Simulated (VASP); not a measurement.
Calculation: r2SCAN meta-GGA, VASP's PBE PAW potentials (set 64) (plane waves; VASP).

VASP ran on this input.

POSCAR:
```
Cd2SeS
1
    4.2204944696    -0.0000000000     0.0000000000
   -2.1102472348     3.6550553547    -0.0000000000
    0.0000000000     0.0000000000     6.8690319257
Cd Se S
2 1 1
Direct
  0.0000000000   0.0000000000   0.4896890122
  0.3333330000   0.6666670000   0.0099705543
  0.3333330000   0.6666670000   0.6261774218
  1.0000000000   0.0000000000   0.1221630117
```

### INCAR
```
# general
SYSTEM =Cd2SeS
PREC   =Accurate
ENCUT  =400
LREAL  =.False.
LASPH  =.True.

# electronic loop
EDIFF  =1E-6
NELM   =100
ALGO   =Normal
LMAXMIX=4
LMIXTAU=.True.

# smearing
ISMEAR =0
SIGMA  =0.05

# functional
METAGGA=R2SCAN

# ions
IBRION =2
NSW    =60
ISIF   =3
EDIFFG =-0.02

# output
LWAVE  =.False.
LCHARG =.False.
```

KPOINTS:
```
kpoints
0
Gamma
6 6 3
```

POTCAR, in this order: Cd Se S (PBE.64 set). Program: vasp_std.

Output of the run:

File OSZICAR:
```
       N       E                     dE             d eps       ncg     rms          rms(c)
DAV:   1     0.145648102790E+03    0.14565E+03   -0.15372E+04   748   0.123E+03
DAV:   2    -0.653639281871E+02   -0.21101E+03   -0.20687E+03   844   0.326E+02
DAV:   3    -0.755271490388E+02   -0.10163E+02   -0.10133E+02   916   0.745E+01
DAV:   4    -0.756090785200E+02   -0.81929E-01   -0.81912E-01   826   0.663E+00
DAV:   5    -0.756102592236E+02   -0.11807E-02   -0.11807E-02   922   0.749E-01    0.101E+01
DAV:   6    -0.688612947875E+02    0.67490E+01   -0.69928E+00   862   0.362E+01    0.112E+01
DAV:   7    -0.667271137708E+02    0.21342E+01   -0.76847E-01   754   0.888E+00    0.817E+00
DAV:   8    -0.673944357786E+02   -0.66732E+00   -0.58307E-01   760   0.775E+00    0.913E-01
DAV:   9    -0.647078230664E+02    0.26866E+01   -0.11660E+00   748   0.744E+00    0.102E+00
DAV:  10    -0.650486066079E+02   -0.34078E+00   -0.11721E-01   760   0.259E+00    0.821E-01
DAV:  11    -0.650485217026E+02    0.84905E-04   -0.11888E-03   948   0.230E-01    0.793E-01
DAV:  12    -0.650501610702E+02   -0.16394E-02   -0.99477E-04   772   0.303E-01    0.881E-01
DAV:  13    -0.655230966371E+02   -0.47294E+00   -0.23787E-01   766   0.342E+00    0.114E+00
DAV:  14    -0.655436529949E+02   -0.20556E-01   -0.40697E-02   856   0.145E+00    0.119E+00
DAV:  15    -0.655437996980E+02   -0.14670E-03   -0.74235E-04   832   0.199E-01    0.115E+00
DAV:  16    -0.655437153786E+02    0.84319E-04   -0.13316E-05   948   0.261E-02    0.116E+00
DAV:  17    -0.655460740260E+02   -0.23586E-02   -0.66028E-04   872   0.182E-01    0.132E+00
DAV:  18    -0.655433356069E+02    0.27384E-02   -0.73086E-03   780   0.702E-01    0.204E+00
DAV:  19    -0.655721124232E+02   -0.28777E-01   -0.30290E-02   892   0.129E+00    0.331E+00
DAV:  20    -0.655557752710E+02    0.16337E-01   -0.15504E-02   958   0.127E+00    0.188E+00
DAV:  21    -0.655569700935E+02   -0.11948E-02   -0.12884E-03   790   0.299E-01    0.208E+00
DAV:  22    -0.655682872193E+02   -0.11317E-01   -0.45764E-03   748   0.512E-01    0.235E+00
DAV:  23    -0.655165601188E+02    0.51727E-01   -0.42769E-02   756   0.190E+00    0.829E-01
DAV:  24    -0.655412511942E+02   -0.24691E-01   -0.29074E-02   876   0.115E+00    0.654E-01
DAV:  25    -0.655475878009E+02   -0.63366E-02   -0.49360E-03   950   0.497E-01    0.101E+00
DAV:  26    -0.655531253656E+02   -0.55376E-02   -0.72947E-03   766   0.692E-01    0.501E-01
DAV:  27    -0.655525366182E+02    0.58875E-03   -0.24427E-03   810   0.384E-01    0.925E-02
DAV:  28    -0.655538550514E+02   -0.13184E-02   -0.84344E-04   760   0.238E-01    0.110E-01
DAV:  29    -0.655539593839E+02   -0.10433E-03   -0.91432E-05   892   0.794E-02    0.571E-02
DAV:  30    -0.655539994494E+02   -0.40065E-04   -0.18609E-04   808   0.863E-02    0.101E-01
DAV:  31    -0.655541077999E+02   -0.10835E-03   -0.37911E-05   760   0.488E-02    0.147E-01
DAV:  32    -0.655540923072E+02    0.15493E-04   -0.10901E-05   760   0.297E-02    0.151E-01
DAV:  33    -0.655540587811E+02    0.33526E-04   -0.25630E-05   850   0.314E-02    0.124E-01
DAV:  34    -0.655540858977E+02   -0.27117E-04   -0.47261E-05   790   0.462E-02    0.922E-02
DAV:  35    -0.655540924410E+02   -0.65432E-05   -0.68486E-06   880   0.168E-02    0.859E-02
DAV:  36    -0.655540900604E+02    0.23806E-05   -0.29254E-07   392   0.469E-03    0.841E-02
DAV:  37    -0.655540914391E+02   -0.13787E-05   -0.18750E-07   392   0.337E-03    0.827E-02
DAV:  38    -0.655540914195E+02    0.19619E-07   -0.30571E-08   392   0.120E-03
   1 F= -.65554091E+02 E0= -.65554091E+02  d E =-.655541E+02
       N       E                     dE             d eps       ncg     rms          rms(c)
DAV:   1    -0.658348056642E+02   -0.28071E+00   -0.66830E+00   790   0.291E+01    0.451E+00
DAV:   2    -0.655782765119E+02    0.25653E+00   -0.67496E-01   784   0.108E+01    0.150E+00
DAV:   3    -0.655644393439E+02    0.13837E-01   -0.65785E-02   790   0.257E+00    0.137E+00
DAV:   4    -0.655394457678E+02    0.24994E-01   -0.31113E-02   748   0.141E+00    0.359E-01
DAV:   5    -0.655455023674E+02   -0.60566E-02   -0.29327E-02   748   0.149E+00    0.113E-01
DAV:   6    -0.655578070124E+02   -0.12305E-01   -0.13088E-02   748   0.102E+00    0.731E-02
DAV:   7    -0.655600811694E+02   -0.22742E-02   -0.77860E-04   748   0.259E-01    0.316E-02
DAV:   8    -0.655599504981E+02    0.13067E-03   -0.47452E-05   826   0.627E-02    0.173E-02
DAV:   9    -0.655601801474E+02   -0.22965E-03   -0.82134E-05   760   0.810E-02    0.715E-03
DAV:  10    -0.655601987512E+02   -0.18604E-04   -0.19332E-05   772   0.382E-02    0.384E-03
DAV:  11    -0.655602046248E+02   -0.58735E-05   -0.17223E-06   560   0.146E-02    0.155E-03
DAV:  12    -0.655602060487E+02   -0.14239E-05   -0.11609E-06   500   0.841E-03    0.626E-04
DAV:  13    -0.655602028851E+02    0.31636E-05   -0.29922E-07   386   0.619E-03    0.664E-04
DAV:  14    -0.655602046759E+02   -0.17908E-05   -0.62160E-08   392   0.254E-03    0.511E-04
DAV:  15    -0.655602029886E+02    0.16873E-05   -0.53235E-08   386   0.237E-03    0.335E-04
DAV:  16    -0.655602045450E+02   -0.15563E-05   -0.18074E-08   392   0.173E-03    0.162E-04
DAV:  17    -0.655602040856E+02    0.45938E-06   -0.25444E-09   392   0.613E-04
   2 F= -.65560204E+02 E0= -.65560204E+02  d E =-.611267E-02
       N       E                     dE             d eps       ncg     rms          rms(c)
DAV:   1    -0.655950928497E+02   -0.34888E-01   -0.78143E-01   790   0.976E+00    0.142E+00
DAV:   2    -0.655635806843E+02    0.31512E-01   -0.85965E-02   766   0.383E+00    0.477E-01
DAV:   3    -0.655624346794E+02    0.11460E-02   -0.84772E-03   784   0.893E-01    0.426E-01
DAV:   4    -0.655593174512E+02    0.31172E-02   -0.35095E-03   748   0.470E-01    0.110E-01
DAV:   5    -0.655607522326E+02   -0.14348E-02   -0.34305E-03   748   0.505E-01    0.416E-02
DAV:   6    -0.655618637723E+02   -0.11115E-02   -0.14380E-03   748   0.332E-01    0.299E-02
DAV:   7    -0.655621939961E+02   -0.33022E-03   -0.10953E-04   748   0.957E-02    0.985E-03
DAV:   8    -0.655621663749E+02    0.27621E-04   -0.58835E-06   684   0.225E-02    0.477E-03
DAV:   9    -0.655621989155E+02   -0.32541E-04   -0.64886E-06   630   0.226E-02    0.263E-03
DAV:  10    -0.655621991495E+02   -0.23401E-06   -0.16403E-06   542   0.110E-02
   3 F= -.65562199E+02 E0= -.65562199E+02  d E =-.810773E-02
```

### OUTCAR
```
------------------------ aborting loop because EDIFF is reached ----------------------------------------
  FORCE on cell =-STRESS in cart. coord.  units (eV):
  Direction    XX          YY          ZZ          XY          YZ          ZX
  --------------------------------------------------------------------------------------
  Total       -0.0046100     -0.0046100      0.0336051     -0.0000000      0.0000000      0.0000000
  in kB       -0.0683438     -0.0683438      0.4982035     -0.0000000      0.0000000      0.0000000
  external PRESSURE =       0.1205053 kB  Pullay stress =       0.0000000 kB
  volume of cell :      108.07
      direct lattice vectors                 reciprocal lattice vectors
     4.246407285  0.000000000  0.000000000     0.235493191  0.135962060  0.000000000
    -2.123203642  3.677496509  0.000000000     0.000000000  0.271924119  0.000000000
     0.000000000  0.000000000  6.920465298     0.000000000 -0.000000000  0.144498954
 POSITION                                       TOTAL-FORCE (eV/Angst)
 -----------------------------------------------------------------------------------
     -0.00000      0.00000      3.38880        -0.000000     -0.000000     -0.009260
     -0.00000      2.45167      0.07019         0.000000      0.000000      0.015117
     -0.00000      2.45167      4.33418         0.000000      0.000000      0.010119
     -0.00000      0.00000      0.84357        -0.000000      0.000000     -0.015976
 -----------------------------------------------------------------------------------
    total drift:                                0.001491     -0.000861      0.000117
  FREE ENERGIE OF THE ION-ELECTRON SYSTEM (eV)
  ---------------------------------------------------
  free  energy   TOTEN  =       -65.5621991495 eV

  energy  without entropy=      -65.5621991495  energy(sigma->0) =      -65.56219915

 reached required accuracy - stopping structural energy minimisation
```
(Selected blocks of OUTCAR.)

CONTCAR:
```
Cd2SeS
   1.00000000000000
     4.2464072845203420    0.0000000000000000    0.0000000000000000
    -2.1232036422601710    3.6774965093690852    0.0000000000000000
     0.0000000000000000    0.0000000000000000    6.9204652982091197
  Cd              Se              S
     2     1     1
Direct
     0.0000000000000000    0.0000000000000000    0.4896784230273964
     0.3333330000000032    0.6666669999999968    0.0101428236824526
     0.3333330000000032    0.6666669999999968    0.6262842343072275
     0.0000000000000000    0.0000000000000000    0.1218945189829281
```

OUTCAR:
```
 val. band max:        0.7714191291   @ k =   0.0000   0.0000   0.0000

 cond. band min:       1.9893649064   @ k =   0.0000   0.0000   0.0000


 Fermi energy:         1.0255122971

 k-point     1 :       0.0000    0.0000    0.0000
  band No.  band energies     occupation
      1     -12.1572      2.00000
      2     -11.7653      2.00000
      3      -7.3431      2.00000
      4      -7.3431      2.00000
      5      -7.3221      2.00000
      6      -7.2008      2.00000
      7      -7.2007      2.00000
      8      -6.9611      2.00000
      9      -6.9610      2.00000
     10      -6.8418      2.00000
     11      -6.8418      2.00000
     12      -6.5687      2.00000
     13      -3.6513      2.00000
     14      -0.1831      2.00000
     15      -0.1831      2.00000
     16       0.5929      2.00000
     17       0.7714      2.00000
     18       0.7714      2.00000
     19       1.9894      0.00000
     20       3.6335      0.00000
     21       7.3377      0.00000
     22       7.3377      0.00000

 k-point     2 :       0.1667    0.0000    0.0000
  band No.  band energies     occupation
      1     -12.0713      2.00000
      2     -11.7273      2.00000
      3      -7.3054      2.00000
      4      -7.3050      2.00000
      5      -7.2648      2.00000
      6      -7.1603      2.00000
      7      -7.1546      2.00000
      8      -6.9759      2.00000
      9      -6.9576      2.00000
     10      -6.8698      2.00000
     11      -6.8365      2.00000
     12      -6.5143      2.00000
     13      -3.4731      2.00000
     14      -1.1342      2.00000
     15      -0.4867      2.00000
     16      -0.4777      2.00000
     17       0.4032      2.00000
     18       0.5661      2.00000
     19       3.1370      0.00000
     20       4.5397      0.00000
     21       6.5971      0.00000
     22       7.6690      0.00000

 k-point     3 :       0.3333    0.0000    0.0000
  band No.  band energies     occupation
      1     -11.8858      2.00000
...
```

The structure comes from a computed database's Cd2SeS entry (P3m1); how it stands against other phases isn't given here. This run relaxes it. Symmetry was kept, so distortions that lower it aren't found. The start is the result of an earlier pass.
